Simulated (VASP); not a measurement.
Consider the following.

```xyz
2
Lattice="0.0000 2.9463 2.9463 2.9463 0.0000 2.9463 2.9463 2.9463 0.0000" Properties=species:S:1:pos:R:3 pbc="T T T"
Cd     0.0000     0.0000     0.0000
S      1.4731     1.4731     1.4731
```

Level of theory: rev-vdW-DF2, VASP's PBE PAW potentials (set 64) (plane waves; VASP). Run with 520 eV cut-off, Gaussian smearing of 0.050 eV, potentials Cd S.

Question: Give the energies of bands 6 to 11 at the high-symmetry points, in eV from the valence-band maximum.

Answer: 
```csv
band,Γ,X,U,L,W
6,-7.21,-6.80,-6.68,-6.86,-6.63
7,0.00,-3.85,-3.82,-4.26,-3.78
8,0.00,-1.79,-2.43,-0.71,-2.16
9,0.00,-1.79,-1.45,-0.71,-2.11
10,0.93,3.47,4.12,2.85,5.23
11,6.49,4.22,5.29,6.94,5.33
```

The gap is direct, 0.93 eV, from the valence maximum at Γ to the conduction minimum at Γ.

Measured: gap 2.48 eV at 4 K (computed value off by -1.55 eV), as given by arXiv:1206.3780.

The compound is CdS in the zinc blende structure, a metastable form; wurtzite is the usual one. It was relaxed first.
